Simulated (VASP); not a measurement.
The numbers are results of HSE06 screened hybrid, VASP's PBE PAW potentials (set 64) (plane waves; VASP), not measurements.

The input files of a VASP run:

File KPOINTS:
```
Automatic mesh
0
Gamma
1 1 1
0 0 0
```

### INCAR
```
AEXX = 0.25
ALGO = Normal
EDIFF = 1E-5
ENCUT = 400
GGA = PE
HFSCREEN = 0.2
ISIF = 0
ISMEAR = 0
ISYM = 0
LASPH = T
LCHARG = F
LHFCALC = T
LMAXMIX = 4
LREAL = Auto
LWAVE = F
NELECT = 252.0
NELM = 50
NELMIN = 4
PREC = Normal
PRECFOCK = Fast
SIGMA = 0.05
SYSTEM = Ga31As32
```

**POSCAR**
```
Ga31As32
1
   11.5222104212     0.0000000000     0.0000000000
    0.0000000000    11.5222104212     0.0000000000
    0.0000000000     0.0000000000    11.5222104212
Ga As
31 32
Direct
  0.5001721101   0.0004765737   0.0001962137
  0.7493607891   0.2503900154   0.9997202134
  0.7493827641   0.9992469449   0.2509697983
  0.0000743914   0.9998994147   0.0000442682
  0.2509465669   0.2506607643   0.0008879648
  0.5000335550   0.4999799520   0.0003409911
  0.7492359870   0.7491565652   0.0008073378
  0.2509819625   0.0011090420   0.2509923002
  0.5040808373   0.2541776518   0.2542701805
  0.7460274869   0.4959558402   0.2541592171
  0.5000236568   0.0002379140   0.5000294990
  0.7459293563   0.2542688810   0.4960682987
  0.7491077171   0.0008733830   0.7491621663
  0.0000350484   0.4996637815   0.0003131365
  0.2507411681   0.7493818880   0.9995787681
  0.0008556901   0.2506661799   0.2509062495
  0.2536415147   0.5032633721   0.2536047922
  0.4967069330   0.7464451640   0.2535334476
  0.9999249263   0.0002612281   0.4999773616
  0.2538352803   0.2538572916   0.5037681234
  0.7467015778   0.7465127868   0.5034512088
  0.2508905843   0.9993055615   0.7493276711
  0.4963690597   0.2539479478   0.7461479240
  0.7465411747   0.5031793163   0.7466249942
  0.9992642755   0.7493052415   0.2509755920
  0.0001207324   0.5000348196   0.5000446877
  0.2535053717   0.7465682561   0.4967365803
  0.9995292215   0.2505608696   0.7492934917
  0.2538128013   0.4961685738   0.7463405727
  0.5035045314   0.7463485411   0.7467381626
  0.0006879684   0.7492578510   0.7492044289
  0.6255621254   0.1253398279   0.1256593001
  0.8747544165   0.3744233798   0.1255133071
  0.8746774552   0.1254620634   0.3745573960
  0.1251456856   0.1251840711   0.1251626298
  0.3755093101   0.3752714137   0.1264197707
  0.6248012079   0.6245931414   0.1263585578
  0.8749017844   0.8749546530   0.1251959160
  0.3755748305   0.1266254705   0.3755502371
  0.6148549093   0.3853980549   0.3850653755
  0.8738803818   0.6245821003   0.3753565200
  0.6246281607   0.1264698011   0.6245165280
  0.8739571860   0.3752956964   0.6246467587
  0.8749065106   0.1250919807   0.8749647281
  0.1251488997   0.6256241182   0.1253989601
  0.3745175185   0.8751212401   0.1253225882
  0.1262435473   0.3753500352   0.3754776679
  0.3830842575   0.6169150603   0.3832680885
  0.6246539667   0.8739814622   0.3754517487
  0.1253340040   0.1252258587   0.6255591506
  0.3841027746   0.3843186013   0.6158126663
  0.6167838702   0.6169784253   0.6166353167
  0.8748580600   0.8750595021   0.6256162823
  0.3745050922   0.1254011317   0.8748060375
  0.6246894744   0.3752296886   0.8741428503
  0.8748761964   0.6255554552   0.8749201010
  0.1251930129   0.8751030142   0.3745268363
  0.1261496482   0.6246761018   0.6247983861
  0.3754586074   0.8740210057   0.6247689228
  0.1253040293   0.3744311623   0.8749943061
  0.3752252249   0.6246694870   0.8741634596
  0.6255386161   0.8750470476   0.8749837849
  0.1251071953   0.8749693359   0.8749211791
```

POTCAR, in this order: Ga As (PBE.64 set). Program: vasp_gam. Read from the step before: WAVECAR.

The cell is charged, with a uniform compensating background. The supercell is sampled at Γ alone, which is coarse: total energies, pressure and levels can be off, energies of defects by several tenths of an eV.

### Question
What does the run give for the energy per atom (σ→0)?

### Answer

| Item | Value |
|---|---|
| energy per atom (σ→0) | -4.869 eV/atom |

OSZICAR:
```
...
DAV:  15    -0.306731687927E+03    0.74920E-04   -0.26846E-03   360   0.556E-02    0.116E-01
DAV:  16    -0.306731740558E+03   -0.52631E-04   -0.24215E-03   352   0.634E-02    0.861E-02
DAV:  17    -0.306731842135E+03   -0.10158E-03   -0.19369E-03   352   0.629E-02    0.579E-02
DAV:  18    -0.306731906605E+03   -0.64470E-04   -0.71152E-04   344   0.387E-02    0.449E-02
DAV:  19    -0.306731893962E+03    0.12643E-04   -0.91311E-05   338   0.147E-02    0.323E-02
DAV:  20    -0.306731878406E+03    0.15556E-04   -0.19612E-05   234   0.797E-03    0.198E-02
DAV:  21    -0.306731873935E+03    0.44718E-05   -0.15442E-05   202   0.635E-03
   1 F= -.30673187E+03 E0= -.30672885E+03  d E =-.604969E-02
```

The cell is a supercell with a defect, built from GaAs (zinc blende): vac_Ga, charge +1. The cell's shape comes from a PBE relaxation. The run is not spin-polarised, so no state with unpaired spins was tried.
